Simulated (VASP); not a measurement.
```yaml
crystal:
  lattice:
    - [2.94036, 0.00000, 0.00000]
    - [-1.47018, 2.54642, 0.00000]
    - [0.00000, 0.00000, 2.88914]
  atoms:
    - { symbol: Ta, position: [0.00000, 0.00000, 0.00000] }
    - { symbol: N, position: [0.66667, 0.33333, 0.50000] }
```

Calculation: r2SCAN meta-GGA, VASP's PBE PAW potentials (set 64) (plane waves; VASP). Settings: 520 eV cut-off, 16×16×14 Γ-centred mesh, tetrahedra with Blöchl corrections, potentials Ta_pv N.

Unless said otherwise, spin-orbit coupling is left out, though it shifts the bands of the heavy elements here.

Predict the energy per atom (σ→0), band gap (over mesh and band path) with the smallest direct gap where there is one.

| Quantity | Result |
|---|---|
| band gap (over mesh and band path) | none (metal, semimetal or under 0.01 eV) |
| energy per atom (σ→0) | -30.198 eV/atom |

The absolute energy has meaning only against runs of the same code, potentials and settings.

The structure was generated: TaN was put into the WC type (P-6m2), which need not be its known phase. It was relaxed first, which changed the volume by +10 %.
